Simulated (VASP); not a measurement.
The system is CClH3, in a box.

```
CELL_PARAMETERS angstrom
12.76707 0.00000 0.00000
0.00000 13.26707 0.00000
0.00000 0.00000 13.76707
ATOMIC_POSITIONS crystal
C 0.49704 0.51348 0.49492
Cl 0.53194 0.39890 0.55482
H 0.55522 0.57098 0.51352
H 0.41914 0.53623 0.51997
H 0.49649 0.49980 0.41649
```

Base run:

| Property | Result |
| --- | --- |
| Program | VASP 6.6.1 |
| Functional | PBE |
| Potentials or basis | VASP PAW PBE potentials, release 64 (C, Cl, H) |
| Cutoff | 400 eV |
| k mesh | 1 × 1 × 1 |
| Occupations | gaussian, width 0.01 eV |
| Spin | no spin polarisation |

Its results: gap between the frontier levels 6.23 eV; largest force 0.059 eV/Å.

Q: After a change of settings the same cell gave: gap between the frontier levels 7.03 eV; largest force 0.234 eV/Å. Which change was it?
A. functional from PBE to RPBE
B. functional from PBE to RPBE; dispersion from none to D3(BJ)
C. functional from PBE to r2SCAN; dispersion from none to rVV10

A: C.

Caveats: the PAW data sets were made with another functional, which shifts forces and pressure a little (some runs).
